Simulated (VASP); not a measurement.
Computed with PBEsol GGA, VASP's PBE PAW potentials (set 64) (plane waves; VASP 6.6.1).

The input files of a VASP run:

KPOINTS:
```
Automatic mesh
0
Gamma
 12 12 12
```

INCAR:
```
SYSTEM  =  GdN
PREC  =  Accurate; ENCUT  =  600; LREAL  =  .False.
LASPH  =  .True.
EDIFF  =  1E-7; NELM  =  100; ALGO  =  Normal
LMAXMIX  =  6
ISMEAR  =  1; SIGMA  =  0.1
GGA  =  PS
ISIF  =  2
LWAVE  =  .False.; LCHARG  =  .False.
```

File POSCAR:
```
GdN
3.4915110
  0.0000000000   0.7088680367   0.7053413300
  0.7053413300   0.0000000000   0.7053413300
  0.7053413300   0.7088680367   0.0000000000
Gd N
1 1
Cartesian
  0.0000000000   0.0000000000   0.0000000000
  0.7053413300   0.7088680367   0.7053413300
```

POTCAR, in this order: Gd_3 N (PBE.64 set). Program: vasp_std.

The resulting files:

### OSZICAR
```
       N       E                     dE             d eps       ncg     rms          rms(c)
DAV:   1     0.468556022931E+02    0.46856E+02   -0.74466E+03  3586   0.132E+03
DAV:   2    -0.159438072635E+02   -0.62799E+02   -0.58656E+02  4812   0.252E+02
DAV:   3    -0.191243619241E+02   -0.31806E+01   -0.30556E+01  4708   0.451E+01
DAV:   4    -0.191741108653E+02   -0.49749E-01   -0.49754E-01  4475   0.506E+00
DAV:   5    -0.191749565175E+02   -0.84565E-03   -0.84503E-03  4714   0.555E-01    0.290E+01
DAV:   6    -0.173124407422E+02    0.18625E+01   -0.16668E+01  4267   0.257E+01    0.255E+01
DAV:   7    -0.171348882598E+02    0.17755E+00   -0.13475E+00  4147   0.770E+00    0.174E+01
DAV:   8    -0.171280707824E+02    0.68175E-02   -0.12299E-01  4018   0.375E+00    0.557E+00
DAV:   9    -0.171232312191E+02    0.48396E-02   -0.13615E-02  4431   0.973E-01    0.379E-01
DAV:  10    -0.171233003617E+02   -0.69143E-04   -0.40592E-04  4924   0.202E-01    0.201E-01
DAV:  11    -0.171232904973E+02    0.98643E-05   -0.39311E-05  4383   0.599E-02    0.176E-02
DAV:  12    -0.171232900422E+02    0.45517E-06   -0.14920E-06  4768   0.138E-02    0.825E-03
DAV:  13    -0.171232901223E+02   -0.80119E-07   -0.17786E-07  3734   0.424E-03
   1 F= -.17123290E+02 E0= -.17123321E+02  d E =0.941079E-04
```

### OUTCAR
```
------------------------ aborting loop because EDIFF is reached ----------------------------------------
  FORCE on cell =-STRESS in cart. coord.  units (eV):
  Direction    XX          YY          ZZ          XY          YZ          ZX
  --------------------------------------------------------------------------------------
  Total       -0.1022221     -0.3496704     -0.1022221      0.0000000     -0.0000000      0.0000000
  in kB       -5.4553310    -18.6610089     -5.4553310      0.0000000     -0.0000000      0.0000000
  external PRESSURE =      -9.8572236 kB  Pullay stress =       0.0000000 kB
  volume of cell :       30.02
      direct lattice vectors                 reciprocal lattice vectors
     0.000000000  2.475020548  2.462707013    -0.203028617  0.202018525  0.203028617
     2.462707013  0.000000000  2.462707013     0.203028617 -0.202018525  0.203028617
     2.462707013  2.475020548  0.000000000     0.203028617  0.202018525 -0.203028617
 POSITION                                       TOTAL-FORCE (eV/Angst)
 -----------------------------------------------------------------------------------
      0.00000      0.00000      0.00000         0.000000      0.000000      0.000000
      2.46271      2.47502      2.46271         0.000000      0.000000      0.000000
 -----------------------------------------------------------------------------------
    total drift:                                0.000000      0.000000      0.000000
  FREE ENERGIE OF THE ION-ELECTRON SYSTEM (eV)
  ---------------------------------------------------
  free  energy   TOTEN  =       -17.1232901223 eV

  energy  without entropy=      -17.1233842302  energy(sigma->0) =      -17.12332149
```
(Selected blocks of OUTCAR.)

The 4f electrons are frozen in the core of the lanthanide potential, so 4f levels, which can set the real gap, and their magnetism are missing.

The compound is GdN in the rock salt structure. This cell was strained or had an atom moved on purpose.
